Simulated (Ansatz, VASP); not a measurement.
# TiC: VASP beside Ansatz, part 3 of 3

Wanted: the spread between two codes on one cell, functional and k mesh. The cell is taken from a series of runs on this material, whose earlier steps may have relaxed, scaled, displaced or heated it; both programs get it as it stands.

VASP 6.6.1 and Ansatz 0.2.0.

So far: Starting point; Ansatz: zone-centre phonons, PBEsol, pair 1; VASP: zone-centre phonons, PBEsol, pair 1; Differences.

### 5. Ansatz: zone-centre phonons, PBEsol, pair 2

Level of this step: Ansatz beside VASP: Kohn-Sham DFT, plane waves, PBEsol (Ansatz).

Second derivatives magnify differences that forces hide, and they need a tight electronic threshold. The cell compared in this pair holds 20.72 Å³, against 20.40 Å³ for the pair before.

The cell is taken from a series of runs on this material, whose earlier steps may have relaxed, scaled, displaced or heated it; both programs get it as it stands.

Input file input.yaml:

```yaml
crystal:
  lattice:
    - [0.0, 2.2108366166, 2.1196664965]
    - [2.2108366166, 0.0, 2.1196664965]
    - [2.2108366166, 2.2108366166, 0.0]
  atoms:
    - { symbol: C, position: [0.5, 0.5, 0.5] }
    - { symbol: Ti, position: [0.0, 0.0, 0.0] }
kpoints:
  mp_grid: { grid: [16, 16, 16] }
hamiltonian:
  xc: pbesol
  pseudopotentials: { kind: paw, azcp: { folder: soft_1 }, xc_functional: pbe }
scf:
  occupations: { method: methfessel_paxton, width: 0.2 }
output:
  eigenvalues: true
phonons:
  method: dfpt
```

Started as:

```bash
> ansatz run input.yaml --threads 4 --pin off --max-ram 10240MiB --backend cpu --events-out ev --progress --plain --runs-dir out
```

Numbers of over 12 decimals in the logs are rounded to 6 here.

The program printed:

```text
[...]
Crystal: 2 atoms, lattice volume = 20.721 Å³
Basis set: ecut = 420 eV, 395 PW (Γ), exchange–correlation on 48×48×48 points (8 copies of the dense FFT grid, shifted against one another)
Bands: 12, of which v1, the nominal top of the filled ones, is band 8 counted from 1 (7 counted from 0)
Symmetry: 16 space group operations
k-points: 621 of 4096 (irreducible under 8 space group operations)
[...]
k-point 1: bands = [... 4 lower, 1.9888, 14.3924, 14.5443, 14.7734, 15.1406, 15.2614, 16.0925, 16.7346]
  k-point 2: bands = [... 4 lower, 2.2451, 13.5429, 13.8189, 13.9949, 15.2183, 15.3233, 16.4018, 17.7555]
  k-point 620: bands = [... 4 lower, 4.2372, 11.0603, 12.5215, 13.9347, 13.9347, 16.8800, 17.6401, 17.6401]
[...]
ASR residual: 3.812e-5 → 0.000e0 eV/Å²; symmetrization residual: 6.900e-7 eV/Å²
  ASR residual per site (eV/Å²): 2.77e-5 3.81e-5
  Γ frequencies (cm⁻¹): 0.00 0.00 0.00 463.90 463.90 562.35
[...]
[key lines of the parts left out:]
SCF converged after 9 iterations
Free energy (F): -2722.362328 eV
Fermi energy:    14.184419 eV
```

### 6. VASP: zone-centre phonons, PBEsol, pair 2

The same cell, functional, mesh and smearing now go to VASP, with its own data sets.

Input file INCAR:

```
SYSTEM = TiC
PREC = Accurate
ENCUT = 600
EDIFF = 1E-08
NELM = 120
ISMEAR = 1
SIGMA = 0.2
LREAL = .FALSE.
ALGO = Normal
GGA = PS
NBANDS = 14
LASPH = .TRUE.
LORBIT = 11
LWAVE = .FALSE.
LCHARG = .FALSE.
ISIF = 2
IBRION = 8
GGA_COMPAT = .FALSE.
KPAR = 2
```

Input file POSCAR:

```
TiC
1.0
    0.0000000000      2.2108366166      2.1196664965
    2.2108366166      0.0000000000      2.1196664965
    2.2108366166      2.2108366166      0.0000000000
C Ti
1 1
Direct
    0.5000000000      0.5000000000      0.5000000000
    0.0000000000      0.0000000000      0.0000000000
```

Input file KPOINTS:

```
Automatic mesh
0
Gamma
16 16 16
0 0 0
```

Potentials, in the order of the species: C and Ti_sv (PBE family, release 64).

Started as:

```bash
> mpirun -np 2 vasp_std
```

The program printed:

```text
[banner, memory and clock lines left out]
running    2 mpi-ranks, on    1 nodes
[...]
[... a notice as in an earlier step ...]

 LDA part: xc-table for (Slater+PW92), standard interpolation
 POSCAR, INCAR and KPOINTS ok, starting setup
[...]
entering main loop
       N       E                     dE             d eps       ncg     rms          rms(c)
DAV:   1     0.127023307468E+03    0.12702E+03   -0.89093E+03  9780   0.151E+03
DAV:   2    -0.160645405464E+02   -0.14309E+03   -0.13472E+03 10294   0.370E+02
DAV:   3    -0.248280235772E+02   -0.87635E+01   -0.85306E+01 12982   0.875E+01
DAV:   4    -0.252089697306E+02   -0.38095E+00   -0.38062E+00 12220   0.165E+01
[...]
DAV:  15    -0.197420254159E+02    0.10462E-06   -0.23820E-07 10680   0.558E-03    0.158E-03
DAV:  16    -0.197420253632E+02    0.52670E-07   -0.36177E-08 12602   0.271E-03    0.370E-04
DAV:  17    -0.197420253542E+02    0.90397E-08   -0.59592E-09  6140   0.122E-03
   1 F= -.19742025E+02 E0= -.19742109E+02  d E =0.251772E-03
[...]
RMM:  27    -0.698163240211E+00   -0.35728E-07   -0.15272E-07 40410   0.309E-04    0.304E-06
RMM:  28    -0.698163306057E+00   -0.65847E-07   -0.84110E-08 34860   0.274E-04    0.298E-06
RMM:  29    -0.698163303551E+00    0.25064E-08   -0.27241E-08 37162   0.240E-04    0.247E-06
 first order change of Fermi-energy   0.34169E-03
 force on displaced ion       2 direction 1 :  -7.645   0.000   0.000
 Linear response progress:
  Degree of freedom:   4/  4
       N       E                     dE             d eps       ncg     rms          rms(c)
RMM:   1    -0.665465075010E+00   -0.66547E+00    0.93480E+00  9899   0.141E+02
RMM:   2    -0.640976754150E+00    0.24488E-01   -0.24999E-01 16614   0.496E+00    0.230E-01
RMM:   3    -0.638914048488E+00    0.20627E-02   -0.18650E-02 19417   0.115E+00    0.113E-01
RMM:   4    -0.637866049333E+00    0.10480E-02   -0.84933E-03 21145   0.529E-01    0.232E-02
[...]
RMM:  20    -0.639028382881E+00   -0.36837E-07   -0.67311E-07 21621   0.628E-04    0.520E-05
RMM:  21    -0.639028414920E+00   -0.32039E-07   -0.58899E-07 20657   0.553E-04    0.544E-05
RMM:  22    -0.639028427782E+00   -0.12862E-07   -0.48294E-07 18852   0.488E-04    0.580E-05
 first order change of Fermi-energy  -0.41813E-04
 force on displaced ion       2 direction 3 :   0.000   0.000 -11.237
 Linear response finished
```

Parts of OUTCAR (step 6):

```text
  Total       -2.0159068     -2.0159068      0.0393968      0.0000000      0.0000000      0.0000000
  in kB     -155.8727510   -155.8727510      3.0462194      0.0000000      0.0000000      0.0000000
  external PRESSURE =    -102.8997609 kB  Pullay stress =       0.0000000 kB

 POSITION                                       TOTAL-FORCE (eV/Angst)
 -----------------------------------------------------------------------------------
      2.21084      2.21084      2.11967         0.000000      0.000000     -0.000000
      0.00000      0.00000      0.00000        -0.000000     -0.000000      0.000000
 -----------------------------------------------------------------------------------
    total drift:                                0.000000     -0.000000     -0.000000

[... 1 part as in an earlier step ...]

[... 1 further part left out ...]
```

### 7. Differences

Compared:

```
                  quantity  Ansatz   VASP  difference
optical mode 1 to 2 (cm⁻¹)   463.9  465.4     -0.31 %
     optical mode 3 (cm⁻¹)   562.4  563.9     -0.28 %
```

Modes are paired by rising frequency, not by their patterns, so a pair may set unlike modes beside each other; they are those without the splitting of longitudinal modes.

### 8. Results

| Quantity | Value |
| --- | --- |
| r.m.s. difference of the optical zone-centre modes, each program's sorted by frequency (zone-centre phonons, PBEsol, pair 1) | 1.6 cm⁻¹ |
| r.m.s. difference of the optical zone-centre modes, each program's sorted by frequency (zone-centre phonons, PBEsol, pair 2) | 1.5 cm⁻¹ |

In words: The r.m.s. difference of the optical zone-centre modes, each program's sorted by frequency is 1.6 cm⁻¹ (zone-centre phonons, PBEsol, pair 1). How closely two codes agree says nothing of how well the functional describes the real material.

[Lines on the potential files, build, host, timing and source positions are cut from VASP's logs without a mark.]

[Logs are printed without paths, hosts, clocks, repeated set-up lines and the standing remarks that a program may print on its own settings, such as how far it seeks lower states.]

[Hosts, paths, dates, database ids (printed as entryN), source tags and the programs' standing remarks are cut or masked in the printed files.]
